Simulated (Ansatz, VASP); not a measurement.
# BeSi: VASP beside Ansatz

One calculation is typed for both programs; each brings its own data sets and cutoff. How far apart do they land? The cell is invented: other elements were put on sites of a known structure type. It may not be a known or stable phase. The cell is taken from a series of VASP runs on this material, whose earlier steps may have relaxed, scaled or displaced it; both programs get it as it stands.

Program: Ansatz 0.2.0. Level of theory: plane waves, with VASP 6.6.1 beside it; zone-centre phonons at PBEsol. Results are calculated unless marked as measured.

## Step 1: Set-up

The structure is cubic, space group Pm-3m (No. 221). The conventional cell has a = 2.824 Å, b = 2.824 Å, c = 2.824 Å, α = 90.00°, β = 90.00°, γ = 90.00°. Nearest to Be lie 8 Si at 2.45 Å. Nearest to Si lie 8 Be at 2.45 Å. Farther neighbours are not listed.

## Step 2: VASP: zone-centre phonons, PBEsol

Second derivatives magnify differences that forces hide, and they need a tight electronic threshold.

Lines of VASP's logs that name or quote its potential files are left out, and so is its time.

The input, INCAR:

```
SYSTEM = BeSi
PREC = Accurate
ENCUT = 400
EDIFF = 1E-08
NELM = 100
ISMEAR = 0
SIGMA = 0.05
LREAL = .FALSE.
ALGO = Normal
GGA = PS
LORBIT = 11
LWAVE = .FALSE.
LCHARG = .FALSE.
IBRION = 8
ISIF = 2
```

The input, POSCAR:

```
BeSi
1.0
    2.8238981152      0.0000000000      0.0000000000
    0.0000000000      2.8238981152      0.0000000000
    0.0000000000      0.0000000000      2.8238981152
Be Si
1 1
Direct
    0.5000000000      0.5000000000      0.5000000000
    0.0000000000      0.0000000000      0.0000000000
```

The input, KPOINTS:

```
Automatic mesh
0
Gamma
9 9 9
0 0 0
```

PAW data sets: Be and Si (PBE family, release 64).

Launch:

```bash
mpirun -np 1 vasp_std
```

Numbers of over 12 decimals in the logs are rounded to 6 here.

The program printed:

```text
[banner, memory and clock lines left out]
running    1 mpi-ranks, on    1 nodes
 distrk:  each k-point on    1 cores,    1 groups
 distr:  one band on    1 cores,    1 groups

 POSCAR found type information on POSCAR BeSi
 POSCAR found :  2 types and       2 ions
|                                                                             |
|               ----> ADVICE to this user running VASP <----                  |
|                                                                             |
|     You enforced a specific xc type in the INCAR file but a different       |
|     [... a line on the potential file left out ...]
|     I HOPE YOU KNOW WHAT YOU ARE DOING!                                     |
|                                                                             |

 LDA part: xc-table for (Slater+PW92), standard interpolation
 POSCAR, INCAR and KPOINTS ok, starting setup
 FFT: planning ... GRIDC
 FFT: planning ... GRID_SOFT
 FFT: planning ... GRID
 WAVECAR not read
 entering main loop
       N       E                     dE             d eps       ncg     rms          rms(c)
DAV:   1    -0.210521839828E+01   -0.21052E+01   -0.21734E+03   497   0.539E+02
DAV:   2    -0.873097125728E+01   -0.66258E+01   -0.64961E+01   707   0.610E+01
DAV:   3    -0.883217253609E+01   -0.10120E+00   -0.10117E+00   623   0.747E+00
DAV:   4    -0.883291882034E+01   -0.74628E-03   -0.74628E-03   805   0.490E-01
DAV:   5    -0.883291948472E+01   -0.66438E-06   -0.66369E-06   623   0.116E-02    0.335E+00
DAV:   6    -0.878148365429E+01    0.51436E-01   -0.61258E-02   714   0.126E+00    0.179E+00
DAV:   7    -0.876615357413E+01    0.15330E-01   -0.40544E-02   700   0.103E+00    0.228E-01
DAV:   8    -0.876543489134E+01    0.71868E-03   -0.43497E-03   665   0.375E-01    0.649E-02
DAV:   9    -0.876522026930E+01    0.21462E-03   -0.12667E-03   686   0.179E-01    0.531E-02
DAV:  10    -0.876520069276E+01    0.19577E-04   -0.63019E-05   693   0.485E-02    0.129E-02
DAV:  11    -0.876520065043E+01    0.42331E-07   -0.68300E-07   637   0.722E-03    0.153E-03
DAV:  12    -0.876520060417E+01    0.46259E-07   -0.49154E-09   693   0.505E-04    0.788E-04
DAV:  13    -0.876520060758E+01   -0.34025E-08   -0.32068E-08   630   0.919E-04
   1 F= -.87652006E+01 E0= -.87634419E+01  d E =-.351743E-02
 Linear response reoptimize wavefunctions to high precision
DAV:   1    -0.876520060597E+01    0.16109E-08   -0.40825E-10   469   0.189E-04
DAV:   2    -0.876520060597E+01   -0.51159E-12   -0.62970E-12   385   0.237E-05
 Linear response DOF=           2
 Linear response progress:
  Degree of freedom:   1/  2
       N       E                     dE             d eps       ncg     rms          rms(c)
RMM:   1    -0.792473860440E-02   -0.79247E-02    0.58304E-03  2245   0.554E-01
RMM:   2    -0.803514650313E-02   -0.11041E-03   -0.18221E-04  1677   0.102E-01    0.640E-02
RMM:   3    -0.797410188884E-02    0.61045E-04   -0.98723E-05  1705   0.584E-02    0.303E-02
RMM:   4    -0.806930610193E-02   -0.95204E-04   -0.65365E-05  1706   0.465E-02    0.504E-03
RMM:   5    -0.807739218990E-02   -0.80861E-05   -0.75587E-07  1738   0.759E-03    0.482E-04
RMM:   6    -0.807925329745E-02   -0.18611E-05   -0.41378E-08  1748   0.116E-03    0.241E-04
RMM:   7    -0.807870889491E-02    0.54440E-06   -0.14429E-09  1753   0.262E-04    0.439E-05
RMM:   8    -0.807893977684E-02   -0.23088E-06   -0.13180E-11  1793   0.886E-05    0.326E-06
RMM:   9    -0.807893080790E-02    0.89689E-08    0.14429E-09  1813   0.192E-05    0.907E-07
 first order change of Fermi-energy   0.14950E-03
 force on displaced ion       1 direction 1 :  -2.721   0.000  -0.000
 Linear response progress:
  Degree of freedom:   2/  2
       N       E                     dE             d eps       ncg     rms          rms(c)
RMM:   1    -0.138609028801E-01   -0.13861E-01    0.15996E-02  2105   0.833E-01
RMM:   2    -0.137248955597E-01    0.13601E-03   -0.24328E-04  1678   0.139E-01    0.586E-02
RMM:   3    -0.137565308471E-01   -0.31635E-04   -0.44938E-05  1687   0.436E-02    0.317E-02
RMM:   4    -0.138685958307E-01   -0.11206E-03   -0.36636E-05  1688   0.366E-02    0.547E-03
RMM:   5    -0.138492719251E-01    0.19324E-04   -0.11886E-06  1743   0.731E-03    0.862E-04
RMM:   6    -0.138508781798E-01   -0.16063E-05   -0.19411E-08  1750   0.118E-03    0.458E-04
RMM:   7    -0.138502622237E-01    0.61596E-06   -0.10049E-09  1771   0.215E-04    0.309E-05
RMM:   8    -0.138504975985E-01   -0.23537E-06   -0.91193E-10  1794   0.509E-05    0.497E-06
RMM:   9    -0.138504794921E-01    0.18106E-07   -0.64991E-10  1777   0.120E-05    0.205E-06
RMM:  10    -0.138504771453E-01    0.23468E-08    0.85726E-10  1392   0.645E-06    0.321E-07
 first order change of Fermi-energy  -0.20613E-03
 force on displaced ion       2 direction 1 :  -2.725  -0.000   0.000
 Linear response finished
```

From OUTCAR (step 2):

```text
ion  position               nearest neighbor table
   1  0.500  0.500  0.500-   2 2.45   2 2.45   2 2.45   2 2.45   2 2.45   2 2.45   2 2.45   2 2.45

  LATTYP: Found a simple cubic cell.
 ALAT       =     2.8238981152

 Subroutine GETGRP returns: Found 48 space group operations
 (whereof 48 operations were pure point group operations)

The static configuration has the point symmetry O_h .

 Found     35 irreducible k-points:

   k-points           NKPTS =     35   k-points in BZ     NKDIM =     35   number of bands    NBANDS=      7

   dimension x,y,z NGX =    18 NGY =   18 NGZ =   18
   dimension x,y,z NGXF=    36 NGYF=   36 NGZF=   36

   ENCUT  =  400.0 eV  29.40 Ry    5.42 a.u.   4.61  4.61  4.61*2*pi/ulx,y,z

   NELECT =       6.0000    total number of electrons

 k-points in reciprocal lattice and weights: Automatic mesh
   0.00000000  0.00000000  0.00000000       0.001
   0.11111111  0.00000000  0.00000000       0.008
   0.22222222  0.00000000  0.00000000       0.008
   0.33333333  0.00000000  0.00000000       0.008
   0.44444444  0.00000000  0.00000000       0.008
   0.11111111  0.11111111  0.00000000       0.016
   0.22222222  0.11111111  0.00000000       0.033
   0.33333333  0.11111111  0.00000000       0.033
   0.44444444  0.11111111  0.00000000       0.033
[...]
0.44444444  0.44444444  0.33333333       0.033
   0.44444444  0.44444444  0.44444444       0.011

 average (electrostatic) potential at core
       1 -31.2985       2 -80.5294

  Total       -0.0027141     -0.0027141     -0.0027141     -0.0000000     -0.0000000      0.0000000
  in kB       -0.1931025     -0.1931025     -0.1931025     -0.0000000     -0.0000000      0.0000000
  external PRESSURE =      -0.1931025 kB  Pullay stress =       0.0000000 kB

  energy-cutoff  :      400.00
  volume of cell :       22.52
      direct lattice vectors                 reciprocal lattice vectors
     2.823898115  0.000000000  0.000000000     0.354120425  0.000000000  0.000000000
     0.000000000  2.823898115  0.000000000     0.000000000  0.354120425  0.000000000
     0.000000000  0.000000000  2.823898115     0.000000000  0.000000000  0.354120425

 POSITION                                       TOTAL-FORCE (eV/Angst)
 -----------------------------------------------------------------------------------
      1.41195      1.41195      1.41195         0.000000      0.000000      0.000000
      0.00000      0.00000      0.00000         0.000000      0.000000      0.000000
 -----------------------------------------------------------------------------------
    total drift:                               -0.000000     -0.000000      0.000000

 Eigenvectors and eigenvalues of the dynamical matrix
 ----------------------------------------------------

   1 f  =    9.874638 THz    62.044183 2PiTHz  329.382482 cm-1    40.838205 meV
             X         Y         Z           dx          dy          dz
      1.411949  1.411949  1.411949     0.000000    0.869955    0.000000
      0.000000  0.000000  0.000000     0.000000   -0.493132    0.000000

   2 f  =    9.874638 THz    62.044183 2PiTHz  329.382482 cm-1    40.838205 meV
             X         Y         Z           dx          dy          dz
      1.411949  1.411949  1.411949    -0.000000   -0.000000    0.869955
      0.000000  0.000000  0.000000     0.000000    0.000000   -0.493132

   3 f  =    9.874638 THz    62.044183 2PiTHz  329.382482 cm-1    40.838205 meV
             X         Y         Z           dx          dy          dz
      1.411949  1.411949  1.411949     0.869955   -0.000000    0.000000
      0.000000  0.000000  0.000000    -0.493132    0.000000    0.000000

   4 f/i=    0.002622 THz     0.016473 2PiTHz    0.087454 cm-1     0.010843 meV
             X         Y         Z           dx          dy          dz
      1.411949  1.411949  1.411949    -0.000000   -0.493132   -0.000000
      0.000000  0.000000  0.000000    -0.000000   -0.869955    0.000000

   5 f/i=    0.002622 THz     0.016473 2PiTHz    0.087454 cm-1     0.010843 meV
             X         Y         Z           dx          dy          dz
      1.411949  1.411949  1.411949     0.000000    0.000000   -0.493132
      0.000000  0.000000  0.000000    -0.000000    0.000000   -0.869955

   6 f/i=    0.002622 THz     0.016473 2PiTHz    0.087454 cm-1     0.010843 meV
             X         Y         Z           dx          dy          dz
      1.411949  1.411949  1.411949     0.493132   -0.000000   -0.000000
      0.000000  0.000000  0.000000     0.869955   -0.000000    0.000000

 ELASTIC MODULI CONTR FROM IONIC RELAXATION (kBar)
 Direction    XX          YY          ZZ          XY          YZ          ZX
 --------------------------------------------------------------------------------
 XX           0.0000      0.0000      0.0000      0.0000      0.0000      0.0000
 YY           0.0000      0.0000      0.0000      0.0000      0.0000      0.0000
 ZZ           0.0000      0.0000      0.0000      0.0000      0.0000      0.0000
 XY           0.0000      0.0000      0.0000      0.0000      0.0000      0.0000
 YZ           0.0000      0.0000      0.0000      0.0000      0.0000      0.0000
 ZX           0.0000      0.0000      0.0000      0.0000      0.0000      0.0000
 --------------------------------------------------------------------------------
```

## Step 3: Ansatz: zone-centre phonons, PBEsol

Ansatz runs on its default PAW (the set named soft_2) files.

The same cell, functional, mesh and smearing now go to Ansatz, which takes its cutoff from its data sets.

The input, input.yaml:

```yaml
crystal:
  lattice:
    - [2.8238981152, 0.0, 0.0]
    - [0.0, 2.8238981152, 0.0]
    - [0.0, 0.0, 2.8238981152]
  atoms:
    - { symbol: Be, position: [0.5, 0.5, 0.5] }
    - { symbol: Si, position: [0.0, 0.0, 0.0] }
hamiltonian:
  xc: pbesol
  pseudopotentials: { kind: paw }
kpoints:
  mp_grid: { grid: [9, 9, 9] }
scf:
  occupations: { method: gaussian, width: 0.05 }
phonons:
  method: dfpt
  qpoints: [[0, 0, 0]]
```

Launch:

```bash
ansatz run input.yaml --threads 4 --pin off --max-ram 9216MiB --backend cpu --events-out ev --progress --plain --runs-dir out
```

The program printed:

```text
Engine: ansatz 0.2.0, aarch64-unknown-linux-gnu
Pseudopotentials: kind: paw
Pseudopotential: Be, paw, valence charge 2, recommended cutoff 420 eV (normal), Be.paw.azcp
Pseudopotential: Si, paw, valence charge 4, recommended cutoff 420 eV (normal), Si.paw.azcp
Functional definition: PBEsol
  exchange = pbesol_x
  correlation = pbesol_c
Crystal: 2 atoms, lattice volume = 22.519 Å³
Basis set: ecut = 420 eV, 461 PW (Γ), exchange–correlation on 40×40×40 points (8 copies of the dense FFT grid, shifted against one another)
Bands: 7, of which v1, the nominal top of the filled ones, is band 3 counted from 1 (2 counted from 0)
Symmetry: 48 space group operations
k-points: 75 of 729 (irreducible under 8 space group operations, time reversal used)
Non-local potential: Be, projectors of the file, l = 0: 2, l = 1: 2, l = 2: 1
Non-local potential: Si, projectors of the file, l = 0: 2, l = 1: 2, l = 2: 2
PAW form: soft (Blöchl's): semilocal exchange-correlation on the pseudo side does not see the compensation charge
PAW frozen core: Be, regenerated for the run's functional, and the local potential with it (the file was generated under x = pbe(κ = 0.804, μ = 0.219515), c = pbe(β = 0.066725))
PAW frozen core: Si, regenerated for the run's functional, and the local potential with it (the file was generated under x = pbe(κ = 0.804, μ = 0.219515), c = pbe(β = 0.066725))
PAW one-centre angular grid: Be, 110 points (default); XC on 64 Gauss nodes
PAW one-centre angular grid: Si, 110 points (default); XC on 64 Gauss nodes
Initial density: superposition of atomic densities (neutral atoms: chi_scale 0, normalization atom), corrected by the library's trained network
Initial wavefunctions: pseudopotential atomic-orbital guess
Functional: x = pbesol(κ = 0.804, μ = 0.123457), c = pbesol(β = 0.046)
SCF iter   1: F=—  HF=-710.865551 eV  |F-HF|=—  |Δ(HF+E_count)|=         —  Δρ=4.98e-3  dr2=9.45e-3  ethr=1.77e-3  ⟨swp⟩=5.3  Hψ=4471  notcnv=0
preconditioner: auto → none  [metal: Δε(μ)=0.041 eV  Ē_g=10.821 eV  σ=0.050 eV  W_gap=0.42  n_scr=0 (ndim 8)  ℏωp=19.2 eV  f_vac=0.000  D(μ)=2.43/eV (n_scr^D=26)]
SCF iter   2: F=—  HF=-710.861882 eV  |F-HF|=—  |Δ(HF+E_count)|=   3.67e-3  Δρ=7.82e-4  dr2=9.90e-5  ethr=1.57e-4  ⟨swp⟩=2.0  Hψ=1328  notcnv=0  defer=18
SCF iter   3: F=—  HF=-710.861872 eV  |F-HF|=—  |Δ(HF+E_count)|=   1.00e-5  Δρ=3.06e-4  dr2=7.77e-6  ethr=1.65e-6  ⟨swp⟩=2.1  Hψ=717  notcnv=0  defer=18
SCF iter   4: F=—  HF=-710.861875 eV  |F-HF|=—  |Δ(HF+E_count)|=   3.42e-6  Δρ=2.48e-5  dr2=1.91e-7  ethr=1.30e-7  ⟨swp⟩=2.0  Hψ=718  notcnv=0  defer=18
SCF iter   5: F=—  HF=-710.861877 eV  |F-HF|=—  |Δ(HF+E_count)|=   1.69e-6  Δρ=1.39e-6  dr2=1.85e-10  ethr=3.18e-9  ⟨swp⟩=2.1  Hψ=696  notcnv=0  defer=18
SCF iter   6: F=-710.861877 eV  HF=-710.861877 eV  |F-HF|=3.41e-13  |Δ(HF+E_count)|=  1.11e-10  Δρ=6.87e-8  dr2=9.53e-13  ethr=1.00e-12  ⟨swp⟩=5.9  Hψ=1919  notcnv=0
SCF 1 converged in 6 iterations: F = -710.861877 eV  dr2 = 9.53e-13
  greatest PAW one-centre occupation: 0.664 electrons in one spin orbital (limit 2), on the Si atom at site 1 (counted from 0), in its partial waves of l = 0
DFPT response loops at Γ: preconditioner auto → Kerker (q_TF=auto, 2.189 Å⁻¹) (partly filled bands, converged f_vac=0.000); β = 1.00, the filter's whole step (`scf.mixing.beta` (0.50) is not read by the response loops under this deck's `scf.mixing.preconditioner`; to damp them name `kerker` or `kerker_dos`, under which they read `scf.mixing.beta`, and type it under 1.00, their step now; both keys bind the ground state too); Broyden in place of MSR1
SCF converged after 6 iterations
Free energy (F): -710.861877 eV
Harris-Foulkes:  -710.861877 eV  (|F-HF|=3.41e-13)
Internal energy: -710.858413 eV  (E = F + TS)
E sigma→0 (E₀):  -710.860145 eV
Entropy (-TS):   -0.003463 eV (-1.732 meV/atom)
Fermi energy:    9.901664 eV
--- Per-component energies (eV) ---
  E_band       = 26.086330
  E_kinetic    = 61.596562
  E_local      = 4.863073  (includes V_loc(G=0)·N_el)
  E_nonlocal   = 29.998502
  E_hartree    = 0.910686
  E_xc         = -75.251550
  E_vxc        = -68.864940  (∫ρ·V_xc dr)
  E_paw        = -555.623158  (= ΣΔE_a)
  E_vpaw       = -3.328247  (= ΣTr[D̂ρ^β])
  E_aug_tail   = 0.000006  (compensation charges beyond the density's cutoff)
  E_ewald      = -177.393627
  E_core_change = 0.041092  (= ΣΔE_core)
  E_smearing   = -0.003463  (= −TS)
  E_closure    = -0.000000  (closes the sum)
  Σ components = -710.861877   (vs F -710.861877, Δ=0.00e0)
--- Band table (eV; the first three rows and the last of 75) ---
  k-point 0: bands = ["-3.8137", "11.3230", "11.3230", "11.3230", "14.3574", "14.3574", "18.2509"]
  k-point 1: bands = ["-3.6096", "9.2698", "11.5297", "11.5297", "14.5672", "16.2090", "18.8550"]
  k-point 2: bands = ["-3.0035", "6.4646", "12.1483", "12.1483", "15.1832", "17.5180", "21.0181"]
  k-point 74: bands = ["5.8539", "7.4897", "7.4897", "8.6064", "9.5359", "9.5359", "10.8693"]
--- Phonons (Γ-DFPT): 2 representative perturbations + reference, on 75 of 729 k-points (Σ response iterations 4) ---
  k mesh reduced under 8 symmetry operations, with k and −k counted as one. Each operation leaves every solved perturbation unchanged. A smaller set is not used because it would not reduce the number of displacements times k-points to solve
  ASR residual: 9.141e-5 → 0.000e0 eV/Å²; symmetrization residual: 7.566e-7 eV/Å²
  ASR residual per site (eV/Å²): 9.14e-5 1.07e-5
  Γ frequencies (cm⁻¹): 0.00 0.00 0.00 325.98 325.98 325.98
  non-analytic LO–TO correction: not included (Born effective charges unavailable; polar crystals: no LO–TO splitting at Γ)
--- Phonons (arbitrary-q DFPT): 1 explicit q-point ---
  q = [0, 0, 0] (of the zone-centre solve; hermiticity 5.68e-7, symmetrization 2.50e-15): -0.00 -0.00 -0.00 325.98 325.98 325.98
  sum rule: each row above includes the acoustic sum rule's correction from the zone centre's row sums; it moved no ω² by more than (1.66 cm⁻¹)²
```

Wall time 0.98 s (4 threads of Arm Neoverse V2, shared host); peak memory 0.31 GiB.

The column dr2 measures how far the density is from self-consistency, as an energy; F and HF (Harris–Foulkes) agree once it is small.

## Step 4: Differences

Known differences besides the potentials themselves: the cutoff is 420 eV in Ansatz and 400 eV in VASP; Ansatz makes its cores anew for this functional, VASP keeps those of its PBE data sets; VASP leaves aspherical gradient terms in its spheres out (LASPH is not set), Ansatz keeps them. Total energies have different zeros and are not compared.

Compared:

| quantity | Ansatz | VASP | difference |
| --- | --- | --- | --- |
| optical mode 1 to 3 (cm⁻¹) | 326.0 | 329.4 | -1.03 % |

Modes are paired by rising frequency and degeneracy, not by their patterns, so a pair may still set unlike modes beside each other.

## Step 5: Outcome

```yaml
r_m_s_difference_of_the_optical_zone_centre_modes_each_program_s_sorted_by_frequency_zone_centre_phonons_pbesol: 3.4 cm⁻¹
difference_in_optical_mode_1_to_3_zone_centre_phonons_pbesol: -1.0 %
```

What this shows: The r.m.s. difference of the optical zone-centre modes, each program's sorted by frequency is 3.4 cm⁻¹ (zone-centre phonons, PBEsol). Among the rows given in per cent, the largest difference of the zone-centre phonons, PBEsol pair is in optical mode 1 to 3, -1.0 %. Such differences can come from data sets, numerical settings and the points named under the comparisons, not from the functional's error against experiment.

[Lines on the potential files, build, host, timing and source positions are cut from VASP's logs without a mark.]

[Logs are printed without paths, hosts, clocks, repeated set-up lines and the standing remarks that a program may print on its own settings, such as how far it seeks lower states.]

[Hosts, paths, dates, database ids (printed as entryN), source tags and the programs' standing remarks are cut or masked in the printed files.]
